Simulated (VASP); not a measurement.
VASP input:

**POSCAR**
```
Hf
1
    1.5555070000    -2.8299640000     0.0000000000
    1.5555070000     2.8299640000     0.0000000000
    0.0000000000     0.0000000000     5.0645630000
Hf
2
Direct
  0.3333330000   0.6666670000   0.2500000000
  0.6859900000   0.3526560000   0.7500000000
```

### INCAR
```
# general
SYSTEM  = Hf
PREC    = Accurate
ENCUT   = 400
LREAL   = .FALSE.
LASPH   = .TRUE.

# electronic loop
EDIFF   = 1E-6
NELM    = 100
ALGO    = Normal
LMAXMIX = 6

# smearing
ISMEAR  = 1
SIGMA   = 0.1

# functional
GGA     = PE

# ions
ISIF    = 2

# output
LWAVE   = .FALSE.
LCHARG  = .FALSE.
```

**KPOINTS**
```
Automatic mesh
0
Gamma
3 3 2
0 0 0
```

POTCAR, in this order: Hf_pv (PBE.64 set). Program: vasp_std.

Q: Write an equivalent input for Ansatz.

A: One equivalent input (not run):
Ansatz 0.2 input:
```yaml
crystal:
  lattice:
    - [1.5555070, -2.8299640, 0.0000000]
    - [1.5555070, 2.8299640, 0.0000000]
    - [0.0000000, 0.0000000, 5.0645630]
  atoms:
    - { symbol: Hf, position: [0.3333330, 0.6666670, 0.2500000] }
    - { symbol: Hf, position: [0.6859900, 0.3526560, 0.7500000] }
kpoints:
  mp_grid: { grid: [3, 3, 2] }
hamiltonian:
  xc: pbe
  pseudopotentials: { kind: paw }
scf:
  occupations: { method: methfessel_paxton, width: 0.1 }
  max_iter: 100
output: { forces: true, stress: true, eigenvalues: true }
```
Limits of the translation: each code has its own PAW files, so the cut-off isn't converted (ENCUT is set for VASP's; basis.ecutwfc is left out, and Ansatz then takes the one that its files recommend); Ansatz stops its SCF on the density residual and VASP on the energy change (EDIFF).

The compound is Hf in the hcp structure. The cell was not relaxed at this level, atoms are displaced from their ideal sites. The k-mesh is coarse (spacing up to 0.77 per Å, 2π included), so the numbers may not be converged in it. The run is one of a series of settings (KPOINTS 3×3×2 Γ-centred mesh against the base run), some of them coarse on purpose.
